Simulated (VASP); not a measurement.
Ni: relaxation of cell and atoms with PBEsol

Crystal: Ni.

```xyz
1
Lattice="0.0000 1.7313 1.7313 1.7313 0.0000 1.7313 1.7313 1.7313 0.0000" Properties=species:S:1:pos:R:3 pbc="T T T"
Ni    0.0000    0.0000    0.0000
```

```yaml
Program: VASP 6.6.1
Task: relaxation of cell and atoms
Functional: PBEsol
Potentials_or_basis: VASP PAW PBE potentials, release 64 (Ni)
Cutoff: 520 eV
k_mesh: 20 × 20 × 20
Occupations: gaussian, width 0.1 eV
Spin: collinear spin, ferromagnetic start
Starting_moments: "[0.8] μB"
Further_INCAR_settings: ALGO = Normal; EDIFF = 1e-07; IBRION = 2; EDIFFG = -0.002; NSW = 80; ISIF = 3
```

```json
{"Relaxed volume": "10.38 Å³/atom", "Relaxed cell": "a = 2.449 Å, b = 2.449 Å, c = 2.449 Å, α = 60.00°, β = 60.00°, γ = 60.00°", "Space group after relaxing (to 0.05 Å)": "Fm-3m (No. 225)", "Energy gained by relaxing": "0.0 meV/atom", "Ionic steps": "3", "Pressure after relaxing": "0.0 GPa", "Band gap on the k mesh": "none (metal or under the smearing width)", "Net moment": "0.62 μB per cell", "Site moments": "Ni +0.63 μB", "Valence electrons inside the program's atomic spheres": "Ni 9.40"}
```

Final structure:
```
Ni
1.0
     0.00000    1.73140    1.73140
     1.73140    0.00000    1.73140
     1.73140    1.73140    0.00000
Ni
1
Direct
  0.00000 0.00000 0.00000
```

Levels at points of the mesh, in eV from the Fermi level:
Spin up:
```csv
k point,band 3,band 4,band 5,band 6,band 7,band 8
"(0.00, 0.00, 0.00)",-2.55,-2.55,-1.30,-1.30,24.10,28.30
"(0.50, 0.00, 0.00)",-2.54,-0.58,-0.58,-0.43,5.98,22.57
"(0.50, 0.50, 0.00)",-0.54,-0.43,-0.43,2.42,9.62,15.21
```
Spin down:
```csv
k point,band 2,band 3,band 4,band 5,band 6,band 7,band 8,band 9
"(0.00, 0.00, 0.00)",-1.83,-1.83,-1.83,-0.69,-0.69,23.99,28.30,28.30
"(0.50, 0.00, 0.00)",-1.93,-1.93,-0.46,0.16,0.16,6.41,22.46,25.53
"(0.50, 0.50, 0.00)",-3.87,0.10,0.39,0.39,2.41,9.89,15.24,15.24
```

Wall time 49 s on 1 thread of AMD EPYC 9R45 96-Core Processor (Zen 5), with other jobs on the host, peak memory 0.12 GiB.

Caveat: the PAW data sets were made with another functional, which shifts forces and pressure a little.
